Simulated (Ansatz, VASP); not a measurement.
# SbP in two plane-wave programs, part 2 of 2

Aim: how closely do two programs agree when they are given the same cell, functional and k mesh? The cell is invented: As first built, before any earlier steps moved the atoms (in the runner's words): it takes the SbAs structure with some of its atoms replaced by other elements, volume scaled by an estimate. It may not be a known or stable phase. The cell is taken from a series of VASP runs on this material, whose earlier steps may have relaxed, scaled or displaced it; both programs get it as it stands.

VASP 6.6.1 and Ansatz 0.2.0.

So far. Step 3 (VASP: band structure, PBE, spin-orbit coupling): The run ends at a pressure of 0.28 GPa.

**5. VASP: band structure, r2SCAN, spin-orbit coupling**

Level of this step: r2SCAN, spin-orbit coupling; plane waves and PAW (Sb, P); invented cell (VASP).

With cell and atoms fixed, the geometry can't cause a difference; cores, projectors, grids and the points listed under the comparison can.

INCAR

```
SYSTEM = SbP
PREC = Accurate
ENCUT = 400
EDIFF = 1E-06
NELM = 100
ISMEAR = 0
SIGMA = 0.02
LREAL = .FALSE.
ALGO = Normal
METAGGA = R2SCAN
LASPH = .TRUE.
LNONCOLLINEAR = .TRUE.
MAGMOM = 0 0 0 0 0 0
NBANDS = 22
GGA_COMPAT = .FALSE.
LSORBIT = .TRUE.
LORBIT = 11
LWAVE = .FALSE.
LCHARG = .FALSE.
KPAR = 4
```

POSCAR

```
SbP
1.0
    1.9460007900      1.1235239091      3.3899244623
   -1.9460007900      1.1235239091      3.3899244623
    0.0000000000     -2.2470478183      3.3899244623
Sb P
1 1
Direct
    0.5000000000      0.5000000000      0.5000000000
    0.0000000000      0.0000000000      0.0000000000
```

KPOINTS

```
Automatic mesh
0
Gamma
6 6 6
0 0 0
```

KPOINTS_OPT

```
Line mode
16
Line-mode
Reciprocal
  0.00000000   0.00000000   0.00000000 GAMMA
  0.50000000   0.00000000   0.00000000 L

  0.50000000   0.00000000   0.00000000 L
  0.50000000   0.23989740  -0.23989740 B1

  0.76010260   0.50000000   0.23989740 B
  0.50000000   0.50000000   0.50000000 Z

  0.50000000   0.50000000   0.50000000 Z
  0.00000000   0.00000000   0.00000000 GAMMA

  0.00000000   0.00000000   0.00000000 GAMMA
  0.36994870   0.00000000  -0.36994870 X

  0.63005130   0.36994870   0.00000000 Q
  0.50000000   0.50000000   0.00000000 F

  0.50000000   0.50000000   0.00000000 F
  0.63005130   0.63005130   0.23989740 P1

  0.63005130   0.63005130   0.23989740 P1
  0.50000000   0.50000000   0.50000000 Z

  0.50000000   0.00000000   0.00000000 L
  0.76010260   0.36994870   0.36994870 P
```

Potentials, in the order of the species: Sb and P (PBE family, release 64).

Run with:

```bash
> mpirun -np 4 vasp_ncl
```

Numbers of over 12 decimals in the logs are rounded to 6 here.

The program printed:

```text
[banner, memory and clock lines left out]
running    4 mpi-ranks, on    1 nodes
[...]
|                                                                             |
|               ----> ADVICE to this user running VASP <----                  |
|                                                                             |
|     You enforced a specific xc type in the INCAR file but a different       |
|     [... a line on the potential file left out ...]
|     I HOPE YOU KNOW WHAT YOU ARE DOING!                                     |
|                                                                             |

 LDA part: xc-table for (None), standard interpolation
 POSCAR, INCAR and KPOINTS ok, starting setup
[...]
entering main loop
       N       E                     dE             d eps       ncg     rms          rms(c)
DAV:   1     0.121787755304E+01    0.12179E+01   -0.31982E+03  1408   0.617E+02
DAV:   2    -0.340889743647E+02   -0.35307E+02   -0.33476E+02  1866   0.120E+02
[...]
DAV:  12    -0.343659409783E+02   -0.33292E-06   -0.75598E-07  1296   0.646E-03
   1 F= -.34365941E+02 E0= -.34365678E+02  d E =-.526343E-03  mag=     0.0000    -0.0000     0.0000
 Start KPOINTS_OPT (optional k-point list driver)
k-point batch [1-32\144]
       N       E                     dE             ncg
DAV:   1     0.198105539928E+04   -0.42601E+04     1408
DAV:   2     0.843073061969E+03   -0.11380E+04     1894
DAV:   3     0.765529490891E+03   -0.77544E+02     1770
DAV:   4     0.764626539865E+03   -0.90295E+00     1588
DAV:   5     0.764616841361E+03   -0.96985E-02     1692
DAV:   6     0.764616675496E+03   -0.16587E-03     1606
DAV:   7     0.764616671776E+03   -0.37200E-05     1676
DAV:   8     0.764616671680E+03   -0.96302E-07     1132
[...]
k-point batch [129-144\144]
       N       E                     dE             ncg
DAV:   1     0.521097949713E+04   -0.36374E+04      704
DAV:   2     0.465118279927E+04   -0.55980E+03      972
DAV:   3     0.462044852836E+04   -0.30734E+02      890
DAV:   4     0.462017076249E+04   -0.27777E+00      812
DAV:   5     0.462016767443E+04   -0.30881E-02      842
DAV:   6     0.462016761978E+04   -0.54646E-04      818
DAV:   7     0.462016761861E+04   -0.11733E-05      820
DAV:   8     0.462016761858E+04   -0.33081E-07      574
```

Parts of OUTCAR (step 5):

```text
  Total       -0.0094629     -0.0094629     -0.9024805      0.0000000      0.0000000     -0.0000000
  in kB       -0.3409339     -0.3409338    -32.5148541      0.0000000      0.0000000     -0.0000000
  external PRESSURE =     -11.0655740 kB  Pullay stress =       0.0000000 kB

 POSITION                                       TOTAL-FORCE (eV/Angst)
 -----------------------------------------------------------------------------------
      0.00000     -0.00000      5.08489        -0.000000      0.000000     -0.000000
      0.00000      0.00000      0.00000         0.000000     -0.000000      0.000000
 -----------------------------------------------------------------------------------
    total drift:                                0.000000      0.000000      0.000000

  FREE ENERGIE OF THE ION-ELECTRON SYSTEM (eV)
  ---------------------------------------------------
  free  energy   TOTEN  =       -34.3659409783 eV

  energy  without entropy=      -34.3654146352  energy(sigma->0) =      -34.36567781

 magnetization (x)
# of ion       s       p       d       tot
------------------------------------------
    1        0.000  -0.000  -0.000  -0.000
    2        0.000   0.000   0.000   0.000
--------------------------------------------------
tot          0.000  -0.000  -0.000   0.000

[... 4 parts as in an earlier step ...]

[... 1 further part left out ...]
[key lines of the parts left out:]
E-fermi :   8.1066
```

The run ends at a pressure of -1.11 GPa.

**6. Ansatz: band structure, r2SCAN, spin-orbit coupling**

The same cell, functional, mesh and smearing now go to Ansatz, which takes its cutoff from its data sets.

The cell is taken from a series of VASP runs on this material, whose earlier steps may have relaxed, scaled or displaced it; both programs get it as it stands.

input.yaml

```yaml
crystal:
  lattice:
    - [1.94600079, 1.1235239091, 3.3899244623]
    - [-1.94600079, 1.1235239091, 3.3899244623]
    - [0.0, -2.2470478183, 3.3899244623]
  atoms:
    - { symbol: Sb, position: [0.5, 0.5, 0.5] }
    - { symbol: P, position: [0.0, 0.0, 0.0] }
hamiltonian:
  xc: r2scan
  pseudopotentials: { kind: paw_fr }
magnetization:
  noncollinear: true
  spin_orbit: true
kpoints:
  mp_grid: { grid: [6, 6, 6] }
  band_path:
    path:
      - [0.0, 0.0, 0.0]
      - [0.13333, 0.0, 0.0]
      - [0.3, 0.0, 0.0]
      - [0.46667, 0.0, 0.0]
      - [0.5, 0.04798, -0.04798]
      - [0.5, 0.12795, -0.12795]
      - [0.5, 0.20791, -0.20791]
      - [0.72542, 0.5, 0.27458]
      - [0.63872, 0.5, 0.36128]
      - [0.55202, 0.5, 0.44798]
      - [0.46667, 0.46667, 0.46667]
      - [0.3, 0.3, 0.3]
      - [0.13333, 0.13333, 0.13333]
      - [0.0, 0.0, 0.0]
      - [0.12332, 0.0, -0.12332]
      - [0.22197, 0.0, -0.22197]
      - [0.34529, 0.0, -0.34529]
      - [0.60404, 0.39596, 0.0]
      - [0.56069, 0.43931, 0.0]
      - [0.51734, 0.48266, 0.0]
      - [0.51734, 0.51734, 0.03199]
      - [0.56069, 0.56069, 0.11195]
      - [0.60404, 0.60404, 0.19192]
      - [0.62138, 0.62138, 0.25724]
      - [0.57803, 0.57803, 0.34394]
      - [0.53468, 0.53468, 0.43064]
      - [0.5, 0.0, 0.0]
      - [0.5867, 0.12332, 0.12332]
      - [0.6734, 0.24663, 0.24663]
      - [0.7601, 0.36995, 0.36995]
    npoints: 1
scf:
  occupations: { method: gaussian, width: 0.02 }
  n_extra_bands: 14
output:
  forces: true
  stress: true
  eigenvalues: true
```

Run with:

```bash
> ansatz run input.yaml --threads 2 --pin off --max-ram 4608MiB --backend cpu --events-out ev --progress --plain --runs-dir out
```

The program printed:

```text
[...]
Crystal: 2 atoms, lattice volume = 44.470 Å³
Basis set: ecut = 500 eV, 1141 PW (Γ), exchange–correlation on 120×120×120 points (64 copies of the dense FFT grid, shifted against one another)
Bands: 34, of which v1, the nominal top of the filled ones, is band 20 counted from 1 (19 counted from 0)
[...]
k-point 1: bands = [... 16 lower, 8.4317, 8.4317, 9.3762, 9.3762, 12.6237, 12.6237, 13.0518, 13.0518, ... 10 higher]
  k-point 2: bands = [... 16 lower, 8.6174, 8.6174, 10.0371, 10.0371, 10.7251, 10.7251, 11.0877, 11.0877, ... 10 higher]
  k-point 31: bands = [... 16 lower, 9.1827, 9.1827, 10.0478, 10.0478, 10.6147, 10.6147, 11.1722, 11.1722, ... 10 higher]
[key lines of the parts left out:]
SCF converged after 7 iterations
Magnetization: |M| = 0.0000 μB,  M = (+0.0000, +0.0000, +0.0000) μB
Free energy (F): -7246.880177 eV
Fermi energy:    10.460656 eV
P = ⅓ Tr σ = -1.0362 GPa (-10.362 kbar)
```

The job ended after 4.3 min (2 threads of Arm Neoverse N1, shared host; peak memory 0.58 GiB).

**7. Side by side**

What differs besides the data sets and the points named for the pairs above, as far as they apply: VASP keeps PBE cores, Ansatz makes them for the functional; the cutoff is 500 eV in Ansatz and 400 eV in VASP. Total energies have different zeros and are not compared.

The two programs side by side:

```tsv
quantity	Ansatz	VASP	difference
pressure (GPa)	-1.04	-1.11	+0.07
```

Levels from 3 eV below to 2 eV above the Fermi level differ by 8 meV r.m.s. and 18 meV at most; each VASP level is matched to the nearest of Ansatz, which flatters the figure a little.

**8. Outcome**

```yaml
r_m_s_difference_of_levels_near_the_fermi_level_band_structure_pbe_spin_orbit_coupling: 6.5 meV
r_m_s_difference_of_levels_near_the_fermi_level_band_structure_r2scan_spin_orbit_coupling: 7.8 meV
```

In words: The r.m.s. difference of levels near the Fermi level is 7.8 meV (band structure, r2SCAN, spin-orbit coupling), within the 80 meV picked in this series as the mark of a large difference. Such differences can come from data sets, numerical settings and the points named under the comparisons, not from the functional's error against experiment.

[Lines on the potential files, build, host, timing and source positions are cut from VASP's logs without a mark.]

[Logs are printed without paths, hosts, clocks, repeated set-up lines and the standing remarks that a program may print on its own settings, such as how far it seeks lower states.]

[Hosts, paths, dates, database ids (printed as entryN), source tags and the programs' standing remarks are cut or masked in the printed files.]
